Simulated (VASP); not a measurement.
```
Mg2Sn
1.0
    0.00000     3.42976     3.42976
    3.42976     0.00000     3.42976
    3.42976     3.42976     0.00000
Mg Sn
2 1
Direct
  0.25000   0.25000   0.25000
  0.75000   0.75000   0.75000
  0.00000   0.00000   0.00000
```

Computed with revPBE GGA, VASP's PBE PAW potentials (set 64) (plane waves; VASP). Run with 520 eV cut-off, 9×9×9 Γ-centred mesh, tetrahedra with Blöchl corrections, potentials Mg Sn_d.

Unless said otherwise, spin-orbit coupling is left out, though it shifts the bands of the heavy elements here.

Estimate the energy per atom (σ→0), band gap (on the k-mesh) with the smallest direct gap where there is one.

```json
{
 "band gap (on the k-mesh)": "none (metal, semimetal or under 0.01 eV)",
 "energy per atom (σ→0)": "-2.275 eV/atom"
}
```

The absolute energy has meaning only against runs of the same code, potentials and settings.

The compound is Mg2Sn in the antifluorite structure. It was relaxed first.
